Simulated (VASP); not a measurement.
Calculation: PBE GGA, VASP's PBE PAW potentials (set 64) (plane waves; VASP).

A VASP calculation is set up with these files.

### KPOINTS
```
Regular mesh
0
G
12 12 12
0 0 0
```

**POSCAR**
```
LiF
1.0
  0.0000000000   1.8178773659   1.8178773659
  1.8178773659   0.0000000000   1.8178773659
  1.8178773659   1.8178773659   0.0000000000
Li F
1 1
Cart
  0.0000000000   0.0000000000   0.0000000000
  1.8178773659   1.8178773659   1.8178773659
```

### INCAR
```
! general
SYSTEM  = LiF
PREC    = Accurate
ENCUT   = 620   ! plane-wave cut-off (eV)
LREAL   = .FALSE.   ! projection in real space or not
LASPH   = .TRUE.   ! aspherical one-centre terms

! electronic loop
EDIFF   = 1E-6   ! SCF stop (eV)
NELM    = 100
ALGO    = Normal   ! blocked Davidson

! smearing
ISMEAR  = 0   ! Gaussian
SIGMA   = 0.05   ! width (eV)

! functional
GGA     = PE   ! PBE

! ions
IBRION  = 2
NSW     = 40   ! most ionic steps
ISIF    = 3   ! ions, shape and volume
EDIFFG  = -0.02   ! ionic stop
PSTRESS = 450   ! kbar

! output
LWAVE   = .FALSE.
LCHARG  = .FALSE.
```

POTCAR, in this order: Li_sv F (PBE.64 set). Program: vasp_std.

The resulting files:

File OSZICAR:
```
       N       E                     dE             d eps       ncg     rms          rms(c)
DAV:   1     0.389050131831E+02    0.38905E+02   -0.69040E+03  1344   0.136E+03
DAV:   2    -0.865318224467E+01   -0.47558E+02   -0.46232E+02  1474   0.241E+02
DAV:   3    -0.967102712503E+01   -0.10178E+01   -0.10147E+01  1757   0.335E+01
DAV:   4    -0.968357884365E+01   -0.12552E-01   -0.12504E-01  1669   0.319E+00
DAV:   5    -0.968382595489E+01   -0.24711E-03   -0.24706E-03  1733   0.224E-01    0.478E+00
DAV:   6    -0.911456011044E+01    0.56927E+00   -0.25088E+00  1348   0.137E+01    0.129E+00
DAV:   7    -0.911772443006E+01   -0.31643E-02   -0.48004E-02  1710   0.232E+00    0.857E-01
DAV:   8    -0.912421381191E+01   -0.64894E-02   -0.13498E-02  1733   0.153E+00    0.973E-02
DAV:   9    -0.912422225487E+01   -0.84430E-05   -0.89775E-04  1444   0.350E-01    0.406E-02
DAV:  10    -0.912425147168E+01   -0.29217E-04   -0.98463E-05  1421   0.104E-01    0.604E-03
DAV:  11    -0.912425241069E+01   -0.93901E-06   -0.25264E-06  1706   0.224E-02
   1 F= -.57496262E+01 E0= -.57496262E+01  d E =-.574963E+01
```

### OUTCAR
```
------------------------ aborting loop because EDIFF is reached ----------------------------------------
  FORCE on cell =-STRESS in cart. coord.  units (eV):
  Direction    XX          YY          ZZ          XY          YZ          ZX
  --------------------------------------------------------------------------------------
  Total        3.3880685      3.3880685      3.3880685     -0.0000000     -0.0000000     -0.0000000
  in kB      451.7924990    451.7924990    451.7924990     -0.0000000     -0.0000000     -0.0000000
  external PRESSURE =       1.7924990 kB  Pullay stress =     450.0000000 kB
  volume of cell :       12.01
      direct lattice vectors                 reciprocal lattice vectors
     0.000000000  1.817877366  1.817877366    -0.275046056  0.275046056  0.275046056
     1.817877366  0.000000000  1.817877366     0.275046056 -0.275046056  0.275046056
     1.817877366  1.817877366  0.000000000     0.275046056  0.275046056 -0.275046056
  FREE ENERGIE OF THE ION-ELECTRON SYSTEM (eV)
  ---------------------------------------------------
  free  energy   TOTEN  =        -9.1242524107 eV

  energy  without entropy=       -9.1242524107  energy(sigma->0) =       -9.12425241
  enthalpy is  TOTEN    =        -5.7496262099 eV   P V=        3.3746262008

 reached required accuracy - stopping structural energy minimisation
```
(Selected blocks of OUTCAR.)

The compound is LiF in the rock salt structure. It was relaxed first under an external pressure of 45 GPa.
